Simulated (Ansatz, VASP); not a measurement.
# GaW3N (W3GaN antiperovskite): VASP beside Ansatz

Aim: how closely do two programs agree when they are given the same cell, functional and k mesh? The cell is generated by rule, not measured, and may not be a known phase. The cell is taken from a series of runs on this material, whose earlier steps may have relaxed, scaled, displaced or heated it; both programs get it as it stands.

Main program and level: Ansatz 0.2.0; plane waves, with VASP 6.6.1 beside it; zone-centre phonons at PBE.

The structure was built from a prototype and need not be the compound's stable phase.

### 1. Set-up

The structure is cubic, space group Pm-3m (No. 221). Conventional cell: a = 4.118 Å, b = 4.118 Å, c = 4.118 Å, α = 90.00°, β = 90.00°, γ = 90.00°. Nearest to Ga lie 12 W at 2.91 Å. Nearest to W lie 2 N at 2.06 Å. Nearest to N lie 6 W at 2.06 Å. Farther neighbours and most contacts between anions are not listed.

### 2. Ansatz: zone-centre phonons, PBE

Ansatz runs on its default PAW (the set named soft_2) files.

Second derivatives magnify differences that forces hide, and they need a tight electronic threshold.

The input, input.yaml:

```yaml
crystal:
  lattice:
    - [4.1177891151, 0.0, 0.0]
    - [0.0, 4.1177891151, 0.0]
    - [0.0, 0.0, 4.1177891151]
  atoms:
    - { symbol: Ga, position: [0.0, 0.0, 0.0] }
    - { symbol: W, position: [0.5, 0.5, 0.0] }
    - { symbol: W, position: [0.5, 0.0, 0.5] }
    - { symbol: W, position: [0.0, 0.5, 0.5] }
    - { symbol: "N", position: [0.5, 0.5, 0.5] }
kpoints:
  mp_grid: { grid: [4, 4, 4] }
hamiltonian:
  xc: pbe
scf:
  occupations: { method: methfessel_paxton, width: 0.2 }
output:
  eigenvalues: true
phonons:
  method: dfpt
  qmesh: [2, 2, 2]
  temperatures: { t_max: 1000, t_step: 50 }
  qpath:
    path:
      - [[0.0, 0.0, 0.0], [0.0, 0.5, 0.0], [0.5, 0.5, 0.0], [0.0, 0.0, 0.0], [0.5, 0.5, 0.5], [0.0, 0.5, 0.0]]
      - [[0.5, 0.5, 0.5], [0.5, 0.5, 0.0]]
    npoints: 10
```

Command:

```
ansatz run input.yaml --threads 4 --pin off --max-ram 16384MiB --backend cpu --events-out ev --progress --plain --runs-dir out
```

Numbers of over 12 decimals in the logs are rounded to 6 here.

Output:

```text
Engine: ansatz 0.2.0, aarch64-unknown-linux-gnu
Pseudopotentials: kind: paw
Pseudopotential: Ga, paw, valence charge 13, recommended cutoff 420 eV (normal), Ga.paw.azcp
Pseudopotential: W, paw, valence charge 14, recommended cutoff 420 eV (normal), W.paw.azcp
Pseudopotential: N, paw, valence charge 5, recommended cutoff 420 eV (normal), N.paw.azcp
Functional definition: PBE
  parameter kappa = 0.804
  parameter beta = 0.066725
  exchange = pbe_x(kappa = kappa, mu = beta*pi^2/3)
  correlation = pbe_c(beta = beta)
Crystal: 5 atoms, lattice volume = 69.822 Å³
Basis set: ecut = 420 eV, 1357 PW (Γ), exchange–correlation on 60×60×60 points (8 copies of the dense FFT grid, shifted against one another)
Bands: 36, of which v1, the nominal top of the filled ones, is band 30 counted from 1 (29 counted from 0)
Symmetry: 48 space group operations
k-points: 10 of 64
Non-local potential: Ga, projectors of the file, l = 0: 2, l = 1: 2, l = 2: 3, l = 3: 1
Non-local potential: W, projectors of the file, l = 0: 3, l = 1: 2, l = 2: 2, l = 3: 1
Non-local potential: N, projectors of the file, l = 0: 2, l = 1: 2, l = 2: 1
PAW form: soft (Blöchl's): semilocal exchange-correlation on the pseudo side does not see the compensation charge
PAW one-centre angular grid: Ga, 590 points (default); XC on 64 Gauss nodes
PAW one-centre angular grid: W, 590 points (default); XC on 64 Gauss nodes
PAW one-centre angular grid: N, 110 points (default); XC on 64 Gauss nodes
Initial density: superposition of atomic densities (neutral atoms: chi_scale 0, normalization atom), corrected by the library's trained network
Initial wavefunctions: pseudopotential atomic-orbital guess
Functional: x = pbe(κ = 0.804, μ = 0.219515), c = pbe(β = 0.066725)
SCF iter   1: F=—  HF=-35320.957809 eV  |F-HF|=—  |Δ(HF+E_count)|=         —  Δρ=1.13e-2  dr2=1.16e-1  ethr=1.77e-3  ⟨swp⟩=5.0  Hψ=1397  notcnv=0
preconditioner: auto → Resta (q_TF=auto, 2.660 Å⁻¹)  ε∞=8.2  [insulator: Δε(μ)=0.163 eV  Ē_g=9.934 eV  σ=0.200 eV  W_gap=0.63  n_scr=26 (ndim 8)  ℏωp=26.7 eV  f_vac=0.000  D(μ)=1.99/eV (n_scr^D=18)  ε∞_Penn≈8.2]
SCF iter   2: F=—  HF=-35320.927676 eV  |F-HF|=—  |Δ(HF+E_count)|=   3.01e-2  S|Δr|=    0.00e0  Δρ=5.81e-3  dr2=2.94e-2  ethr=1.93e-4  ⟨swp⟩=1.1  Hψ=442  notcnv=0
SCF iter   3: F=—  HF=-35320.917494 eV  |F-HF|=—  |Δ(HF+E_count)|=   1.02e-2  S|Δr|=    0.00e0  Δρ=1.48e-3  dr2=1.63e-3  ethr=4.90e-5  ⟨swp⟩=2.1  Hψ=523  notcnv=0
SCF iter   4: F=—  HF=-35320.916504 eV  |F-HF|=—  |Δ(HF+E_count)|=   9.90e-4  S|Δr|=    0.00e0  Δρ=6.46e-4  dr2=1.83e-4  ethr=2.71e-6  ⟨swp⟩=2.0  Hψ=516  notcnv=0
SCF iter   5: F=—  HF=-35320.916422 eV  |F-HF|=—  |Δ(HF+E_count)|=   8.18e-5  S|Δr|=    0.00e0  Δρ=1.92e-4  dr2=1.77e-5  ethr=3.05e-7  ⟨swp⟩=2.2  Hψ=517  notcnv=0
SCF iter   6: F=—  HF=-35320.916430 eV  |F-HF|=—  |Δ(HF+E_count)|=   8.29e-6  S|Δr|=    0.00e0  Δρ=2.89e-5  dr2=4.03e-7  ethr=2.96e-8  ⟨swp⟩=2.5  Hψ=541  notcnv=0
SCF iter   7: F=—  HF=-35320.916418 eV  |F-HF|=—  |Δ(HF+E_count)|=   1.23e-5  S|Δr|=    0.00e0  Δρ=4.86e-6  dr2=1.22e-8  ethr=6.71e-10  ⟨swp⟩=2.1  Hψ=485  notcnv=0
SCF iter   8: F=—  HF=-35320.916418 eV  |F-HF|=—  |Δ(HF+E_count)|=   1.49e-9  S|Δr|=    0.00e0  Δρ=7.60e-7  dr2=3.89e-10  ethr=2.04e-11  ⟨swp⟩=2.2  Hψ=486  notcnv=0
SCF iter   9: F=—  HF=-35320.916418 eV  |F-HF|=—  |Δ(HF+E_count)|=  1.31e-10  S|Δr|=    0.00e0  Δρ=2.02e-7  dr2=1.49e-11  ethr=1.00e-12  ⟨swp⟩=2.0  Hψ=525  notcnv=0
SCF iter  10: F=-35320.916418 eV  HF=-35320.916418 eV  |F-HF|=1.46e-11  |Δ(HF+E_count)|=  1.46e-11  S|Δr|=    0.00e0  Δρ=5.23e-8  dr2=1.23e-12  ethr=1.00e-12  ⟨swp⟩=8.8  Hψ=1601  notcnv=0
the search or the solves at the SCF's close seem to have found levels that the self-consistency loop had missed (the run counts 1). By its estimate they hold under 1e-12 electrons; where the run keeps them, the occupations were computed again with them
SCF 1 converged in 10 iterations: F = -35320.916418 eV  dr2 = 1.23e-12
  greatest PAW one-centre occupation: 1.000 electrons in one spin orbital (limit 2), on the W atom at site 3 (counted from 0), in its partial waves of l = 0
Initial density: read from a saved state, or passed on in memory by an earlier SCF of this step, an earlier step, the calling program or the single point that the run made first
iter 1 solved again at ethr=2.47e-8 eV; its pass at ethr=3.10e-3 eV (dr2=1.48e-5 eV) is discarded
SCF iter   1: F=—  HF=-35320.916417 eV  |F-HF|=—  |Δ(HF+E_count)|=         —  Δρ=3.40e-7  dr2=5.17e-11  ethr=2.47e-8  ⟨swp⟩=3.7  Hψ=2507  notcnv=0
eigensolver tolerance schedule: the retry pair's looser diagonalisation over-reported the residual by 286969.19 of it (diagonalisation noise at an unbounded share of the residual, at the tolerance the schedule requests for it); recorded, not acted on — ethr = c·dr2/N_el stays at c = 1.0e-1
preconditioner: auto → Resta (q_TF=auto, 2.660 Å⁻¹)  ε∞=8.4  [insulator: Δε(μ)=0.141 eV  Ē_g=9.786 eV  σ=0.200 eV  W_gap=0.56  n_scr=26 (ndim 8)  ℏωp=26.7 eV  f_vac=0.000  D(μ)=2.07/eV (n_scr^D=18)  ε∞_Penn≈8.4]
SCF iter   2: F=—  HF=-35320.916418 eV  |F-HF|=—  |Δ(HF+E_count)|=   1.54e-6  S|Δr|=    0.00e0  Δρ=1.64e-7  dr2=1.27e-11  ethr=1.00e-12  ⟨swp⟩=3.9  Hψ=865  notcnv=0
SCF iter   3: F=-35320.916418 eV  HF=-35320.916418 eV  |F-HF|=7.28e-12  |Δ(HF+E_count)|=  7.28e-12  S|Δr|=    0.00e0  Δρ=1.02e-7  dr2=4.86e-12  ethr=1.00e-12  ⟨swp⟩=3.9  Hψ=866  notcnv=0
SCF 2 converged in 3 iterations: F = -35320.916418 eV  dr2 = 4.86e-12
phonons: the bands overlap, so this run is a metal and interpolates without the dipole-dipole term. If the crystal is really an insulator or semiconductor, its LO-TO splitting is missing
NSCF: frozen V_eff on 10 k-points
NSCF: frozen V_eff on 27 k-points
DFPT response loops at q = (0, 0, 0) (fractional): preconditioner auto → Kerker (q_TF=auto, 2.660 Å⁻¹) (partly filled bands, converged f_vac=0.000); β = 1.00, the filter's whole step (`scf.mixing.beta` (0.50) is not read by the response loops under this deck's `scf.mixing.preconditioner`; to damp them name `kerker` or `kerker_dos`, under which they read `scf.mixing.beta`, and type it under 1.00, their step now; both keys bind the ground state too); Broyden in place of MSR1
NSCF: frozen V_eff on 54 k-points
DFPT response loops at q = (0, 0, -0.5) (fractional): mixed as the last ones told, above
NSCF: frozen V_eff on 54 k-points
DFPT response loops at q = (0, -0.5, -0.5) (fractional): mixed as the last ones told, above
NSCF: frozen V_eff on 54 k-points
DFPT response loops at q = (-0.5, -0.5, -0.5) (fractional): mixed as the last ones told, above
SCF converged after 10 iterations
Stability not checked: this state was not tested for a lower state beside it, because cold or Methfessel-Paxton smearing, or corrected tetrahedra, fill the levels in a way that the test cannot read (fill_not_monotonic; see scf.lower_state_search)
Free energy (F): -35320.916418 eV
Harris-Foulkes:  -35320.916418 eV  (|F-HF|=1.46e-11)
Internal energy: -35320.917594 eV  (E = F + TS)
E sigma→0 (E₀):  -35320.916712 eV
Entropy (-TS):   0.001176 eV (0.235 meV/atom)
Fermi energy:    19.348204 eV
--- Per-component energies (eV) ---
  E_band       = -260.579004
  E_kinetic    = 1603.988831
  E_local      = -3763.157047  (includes V_loc(G=0)·N_el)
  E_nonlocal   = 474.165314
  E_hartree    = 1542.634850
  E_xc         = -930.064189
  E_vxc        = -851.244588  (∫ρ·V_xc dr)
  E_paw        = -27806.309204  (= ΣΔE_a)
  E_vpaw       = -809.600908  (= ΣTr[D̂ρ^β])
  E_aug_tail   = -0.000302  (compensation charges beyond the density's cutoff)
  E_ewald      = -6442.175846
  E_smearing   = 0.001176  (= −TS)
  E_closure    = 0.000000  (closes the sum)
  Σ components = -35320.916418   (vs F -35320.916418, Δ=0.00e0)
--- Band table (eV; the first three rows and the last of 10) ---
  k-point 0: bands = [... 26 lower, 15.4157, 19.9167, 19.9167, 19.9167, 20.1477, 20.1477, 20.1477, 20.9708, ... 2 higher]
  k-point 1: bands = [... 26 lower, 16.1435, 18.5453, 19.0782, 19.0782, 19.4163, 20.9770, 21.6760, 21.6760, ... 2 higher]
  k-point 2: bands = [... 26 lower, 17.3922, 18.4350, 18.9076, 19.7057, 19.7057, 20.0936, 20.8428, 20.8428, ... 2 higher]
  k-point 9: bands = [... 26 lower, 17.2697, 17.2697, 17.9266, 17.9266, 17.9266, 20.8581, 20.8581, 22.7166, ... 2 higher]
--- Phonons (Γ-DFPT): 4 representative perturbations + reference (Σ response iterations 14) ---
  ASR residual: 2.244e-4 → 0.000e0 eV/Å²; symmetrization residual: 6.652e-6 eV/Å²
  ASR residual per site (eV/Å²): 9.50e-7 1.04e-4 1.04e-4 1.04e-4 2.24e-4
  Γ frequencies (cm⁻¹): -79.54 -79.54 -79.54 0.00 0.00 0.00 68.99 68.99 68.99 153.26 153.26 153.26 611.53 611.53 611.53
--- Phonons (arbitrary-q DFPT): 4 irreducible q on the 2×2×2 mesh ---
  q = [0.0000, 0.0000, 0.0000] (star 1, of the zone-centre solve; hermiticity 6.18e-7, symmetrization 7.84e-13): -79.54 -79.54 -79.54 -0.00 0.00 0.00 68.99 68.99 68.99 153.26 153.26 153.26 611.53 611.53 611.53
  q = [0.0000, 0.0000, -0.5000] (star 3, 9 solved perturbations in 216 linear systems a pass and spin channel, the states on 27 of 64 k-point pairs; hermiticity 4.66e-7, symmetrization 1.18e-13): 62.57 62.57 87.99 87.99 89.20 89.20 115.67 131.83 149.03 149.03 157.01 206.97 643.85 643.85 768.53
  q = [0.0000, -0.5000, -0.5000] (star 3, 9 solved perturbations in 216 linear systems a pass and spin channel, the states on 27 of 64 k-point pairs; hermiticity 3.98e-7, symmetrization 7.98e-14): 81.04 114.99 114.99 115.61 116.80 116.80 151.87 167.31 167.31 171.18 178.95 202.36 686.33 766.84 766.84
  q = [-0.5000, -0.5000, -0.5000] (star 1, 4 solved perturbations in 81 linear systems a pass and spin channel, the states on 27 of 64 k-point pairs; hermiticity 5.88e-8, symmetrization 5.68e-13): 68.29 68.29 68.29 109.51 109.51 130.86 130.86 130.86 184.86 184.86 184.86 199.34 783.74 783.74 783.74
  sum rule: each row above includes the acoustic sum rule's correction from the zone centre's row sums; it moved no ω² by more than (2.09 cm⁻¹)²
  mesh force constants: q→R imaginary residual 3.38e-18; ASR residual 2.244e-4 → 0.000e0 eV/Å²; symmetrization residual 2.132e-14 eV/Å²
  interpolated dispersion: 62 rows × 15 modes
  density of states and harmonic sums: on the 16×16×16 q-mesh, interpolated from the force constants of a 2×2×2 supercell (no non-analytic term)
  largest difference from the sums on the solved wave vectors: F 1.04e-1 eV, S 1.52e-4 and C_V 4.77e-5 eV/K
  zero-point energy: 0.223977 eV/cell   skipped modes (ω ≤ 0): 53, of them read as no rigid motion or as one in doubt: 50 (1.956e-1 modes/cell left out, lowest -79.54 cm⁻¹)   left out of the sums: 1.31e-2 of the cell's modes: C_V's classical limit lies that fraction below 3 k_B per atom; for a crystal, a wire or a layer, F and S can be off by more, and a phonons.interpolated_qmesh denser along its periods is the remedy for the sampling
```

[end of part 1 of 3]

[Lines on the potential files, build, host, timing and source positions are cut from VASP's logs without a mark.]

[Logs are printed without paths, hosts, clocks, repeated set-up lines and the standing remarks that a program may print on its own settings, such as how far it seeks lower states.]

[Hosts, paths, dates, database ids (printed as entryN), source tags and the programs' standing remarks are cut or masked in the printed files.]
